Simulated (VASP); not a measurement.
Here is the system:

```yaml
crystal:
  lattice:
    - [4.05499, 2.02119, 2.02119]
    - [2.02119, 4.05499, 2.02119]
    - [2.02119, 2.02119, 4.05499]
  atoms:
    - { symbol: Ni, position: [0.00000, 0.00000, 0.00000], spin: 1.1 }
    - { symbol: Ni, position: [0.50000, 0.50000, 0.50000], spin: -1.1 }
    - { symbol: O, position: [0.25000, 0.25000, 0.25000] }
    - { symbol: O, position: [0.75000, 0.75000, 0.75000] }
```

Calculation: LDA (Ceperley-Alder, Perdew-Zunger), VASP's LDA PAW potentials (set 64) (plane waves; VASP). Settings: 520 eV cut-off, Gaussian smearing of 0.050 eV, potentials Ni O.

Question: Give the spin-up energies of bands 6 to 19 at the high-symmetry points, in eV from the valence-band maximum.

Answer: 
| band | Γ | T | H2 | L | S0 | F |
|---|---|---|---|---|---|---|
| 6 | -2.95 | -5.04 | -6.35 | -5.82 | -6.20 | -5.69 |
| 7 | -2.95 | -4.60 | -5.46 | -5.37 | -5.58 | -4.40 |
| 8 | -2.91 | -4.60 | -5.38 | -5.04 | -5.36 | -4.35 |
| 9 | -2.04 | -1.84 | -1.58 | -2.07 | -1.57 | -3.10 |
| 10 | -2.04 | -1.84 | -1.47 | -1.36 | -1.34 | -1.42 |
| 11 | -1.97 | -1.46 | -1.23 | -1.25 | -1.30 | -1.12 |
| 12 | -1.75 | -1.02 | -0.75 | -0.94 | -0.75 | -1.07 |
| 13 | -1.75 | -1.02 | -0.50 | -0.38 | -0.53 | -0.76 |
| 14 | -0.77 | -0.83 | -0.48 | -0.22 | -0.49 | -0.47 |
| 15 | -0.77 | -0.01 | -0.23 | -0.19 | -0.29 | -0.34 |
| 16 | -0.37 | -0.01 | -0.15 | -0.18 | -0.15 | -0.19 |
| 17 | 1.85 | 1.01 | 1.06 | 0.95 | 1.10 | 1.87 |
| 18 | 1.85 | 1.01 | 1.14 | 1.06 | 1.14 | 1.91 |
| 19 | 2.56 | 5.16 | 9.34 | 8.37 | 9.48 | 6.13 |

Question: Give the spin-down energies of bands 6 to 19 at the high-symmetry points, in eV from the valence-band maximum.

Answer: 
```csv
band,Γ,T,H2,L,S0,F
6,-2.95,-5.04,-6.35,-5.82,-6.20,-5.69
7,-2.95,-4.60,-5.46,-5.37,-5.58,-4.40
8,-2.91,-4.60,-5.38,-5.04,-5.36,-4.35
9,-2.04,-1.84,-1.58,-2.07,-1.57,-3.10
10,-2.04,-1.84,-1.47,-1.36,-1.34,-1.42
11,-1.97,-1.46,-1.23,-1.25,-1.30,-1.12
12,-1.75,-1.02,-0.75,-0.94,-0.75,-1.07
13,-1.75,-1.02,-0.50,-0.38,-0.53,-0.76
14,-0.77,-0.83,-0.48,-0.22,-0.49,-0.47
15,-0.77,-0.01,-0.23,-0.19,-0.29,-0.34
16,-0.37,-0.01,-0.15,-0.18,-0.15,-0.19
17,1.85,1.01,1.06,0.95,1.10,1.87
18,1.85,1.01,1.14,1.06,1.14,1.91
19,2.56,5.16,9.34,8.37,9.49,6.13
```

The gap is indirect, 0.64 eV, from the valence maximum at F-Γ at 0.55 to the conduction minimum at Γ-S0 at 0.73.

The compound is NiO in the rock salt, AFM-II order structure. It was relaxed first, which changed the volume by -8 %.
